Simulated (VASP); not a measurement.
Computed with PBE GGA, VASP's PBE PAW potentials (set 64) (plane waves; VASP 6.6.1).

The input files of a VASP run:

**INCAR**
```
# general
SYSTEM  = Li2Se
PREC    = Accurate
ENCUT   = 520
LREAL   = .False.   # projection in real space or not
LASPH   = .True.   # aspherical one-centre terms

# electronic loop
EDIFF   = 1E-6   # SCF stop (eV)
NELM    = 100
ALGO    = Conjugate
LMAXMIX = 4

# smearing
ISMEAR  = 0
SIGMA   = 0.05

# functional
GGA     = PE   # PBE

# ions
ISIF    = 2   # forces and stress, cell fixed

# output
LWAVE   = .False.
LCHARG  = .False.
```

### KPOINTS
```
K-points
0
gamma
6 6 6
0 0 0
```

**POSCAR**
```
Li2Se
1
    0.0000000000     3.0660900000     2.9618620000
    3.0683660000     0.0000000000     2.9618620000
    3.0683660000     3.0660900000     0.0000000000
Li Se
2 1
Direct
  0.2500000000   0.2500000000   0.2500000000
  0.7500000000   0.7500000000   0.7500000000
 -0.0115830000   0.0115830000   0.0115830000
```

POTCAR, in this order: Li_sv Se (PBE.64 set). Program: vasp_std.

Question: What does the run give for the energy per atom (σ→0), largest force?

Answer: 
```json
{
 "energy per atom (σ→0)": "-3.705 eV/atom",
 "largest_force": "0.206 eV/Å"
}
```

### OSZICAR
```
...
CGA:  17    -0.111145407691E+02   -0.10397E-04   -0.10317E-04   460   0.132E-04   0.423E-06
CGA:  18    -0.111145483461E+02   -0.75770E-05   -0.75147E-05   460   0.103E-04   0.248E-06
CGA:  19    -0.111145545858E+02   -0.62397E-05   -0.61830E-05   460   0.718E-05   0.219E-06
CGA:  20    -0.111145584909E+02   -0.39051E-05   -0.39200E-05   460   0.415E-05  -0.834E-07
CGA:  21    -0.111145606817E+02   -0.21908E-05   -0.22115E-05   460   0.226E-05  -0.125E-06
CGA:  22    -0.111145618619E+02   -0.11802E-05   -0.11671E-05   460   0.114E-05   0.925E-07
CGA:  23    -0.111145624050E+02   -0.54307E-06   -0.53738E-06   460   0.413E-06   0.116E-06
   1 F= -.11114562E+02 E0= -.11114562E+02  d E =-.917634E-13
```

The compound is Li2Se in the antifluorite structure. The cell was not relaxed at this level, atoms are displaced from their ideal sites. The run is one of a series of settings (ALGO = Conjugate against the base run), some of them coarse on purpose.
